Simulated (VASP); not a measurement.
Output of a VASP run:

**OSZICAR**
```
       N       E                     dE             d eps       ncg     rms          rms(c)
DAV:   1     0.156049396240E+03    0.15605E+03   -0.11621E+04   512   0.134E+03
DAV:   2     0.184316980437E+01   -0.15421E+03   -0.15225E+03   672   0.247E+02
DAV:   3    -0.724908902779E+01   -0.90923E+01   -0.90853E+01   680   0.650E+01
DAV:   4    -0.759801423172E+01   -0.34893E+00   -0.34885E+00   912   0.102E+01
DAV:   5    -0.760082125489E+01   -0.28070E-02   -0.28070E-02   704   0.856E-01    0.133E+01
DAV:   6    -0.734797953399E+01    0.25284E+00   -0.69217E-01   664   0.476E+00    0.850E+00
DAV:   7    -0.736823085929E+01   -0.20251E-01   -0.40078E-01   800   0.406E+00    0.170E+00
DAV:   8    -0.737501124187E+01   -0.67804E-02   -0.57512E-02   608   0.142E+00    0.306E-01
DAV:   9    -0.737774566352E+01   -0.27344E-02   -0.25995E-03   680   0.329E-01    0.119E-01
DAV:  10    -0.737978052128E+01   -0.20349E-02   -0.23497E-03   568   0.294E-01    0.381E-02
DAV:  11    -0.737992282920E+01   -0.14231E-03   -0.19081E-04   728   0.787E-02    0.408E-02
DAV:  12    -0.737994216982E+01   -0.19341E-04   -0.32695E-05   600   0.351E-02    0.103E-02
DAV:  13    -0.737994687960E+01   -0.47098E-05   -0.88931E-06   712   0.199E-02    0.511E-03
DAV:  14    -0.737994742731E+01   -0.54771E-06   -0.10728E-06   584   0.788E-03    0.369E-03
DAV:  15    -0.737994739277E+01    0.34538E-07   -0.15557E-07   664   0.259E-03
   1 F= -.73799474E+01 E0= -.73799474E+01  d E =-.951504E-23
```

**OUTCAR**
```
------------------------ aborting loop because EDIFF is reached ----------------------------------------
  FORCE on cell =-STRESS in cart. coord.  units (eV):
  Direction    XX          YY          ZZ          XY          YZ          ZX
  --------------------------------------------------------------------------------------
  Total       -0.5422395     -0.5422395     -0.5422395      0.0000000     -0.0000000      0.0000000
  in kB      -10.0947860    -10.0947860    -10.0947860      0.0000000     -0.0000000      0.0000000
  external PRESSURE =     -10.0947860 kB  Pullay stress =       0.0000000 kB
  volume of cell :       86.06
      direct lattice vectors                 reciprocal lattice vectors
     0.000000000  3.504221392  3.504221392    -0.142685049  0.142685049  0.142685049
     3.504221392  0.000000000  3.504221392     0.142685049 -0.142685049  0.142685049
     3.504221392  3.504221392  0.000000000     0.142685049  0.142685049 -0.142685049
 POSITION                                       TOTAL-FORCE (eV/Angst)
 -----------------------------------------------------------------------------------
      0.00000      0.00000      0.00000        -0.000000     -0.000000     -0.000000
      1.75211      1.75211      1.75211        -0.000000     -0.000000     -0.000000
      5.25633      5.25633      5.25633         0.000000      0.000000      0.000000
 -----------------------------------------------------------------------------------
    total drift:                               -0.000000     -0.000000      0.000000
  FREE ENERGIE OF THE ION-ELECTRON SYSTEM (eV)
  ---------------------------------------------------
  free  energy   TOTEN  =        -7.3799473928 eV

  energy  without entropy=       -7.3799473928  energy(sigma->0) =       -7.37994739
```
(Selected blocks of OUTCAR.)

**POSCAR**
```
SrCl2
1
    0.0000000000     3.5042213917     3.5042213917
    3.5042213917     0.0000000000     3.5042213917
    3.5042213917     3.5042213917     0.0000000000
Sr Cl
1 2
Direct
  0.0000000000   1.0000000000   1.0000000000
  0.2500000000   0.2500000000   0.2500000000
  0.7500000000   0.7500000000   0.7500000000
```

**Question.** Reconstruct the remaining input files.

**Answer.** One answer among several that fit: the input of the run itself, vdW-DF-cx, plane waves, VASP's PBE PAW potentials (set 64).

File KPOINTS:
```
kpoints
0
G
 6 6 6
```

INCAR:
```
! general
SYSTEM    =  SrCl2
PREC      =  Accurate
ENCUT     =  520   ! plane-wave cut-off (eV)
LREAL     =  .False.   ! projection in real space or not
LASPH     =  .True.

! electronic loop
EDIFF     =  1E-7
NELM      =  100
ALGO      =  Normal   ! blocked Davidson
LMAXMIX   =  4   ! l cut-off of mixed one-centre charges

! smearing
ISMEAR    =  0   ! Gaussian
SIGMA     =  0.05   ! width (eV)

! functional
GGA       =  CX
LUSE_VDW  =  .True.
AGGAC     =  0.0

! ions
ISIF      =  2   ! forces and stress, cell fixed

! output
LWAVE     =  .False.
LCHARG    =  .False.
```

POTCAR, in this order: Sr_sv Cl (PBE.64 set). Program: vasp_std.

The compound is SrCl2 in the fluorite structure. This cell is one point of a volume scan, at 1.03 of the reference volume.
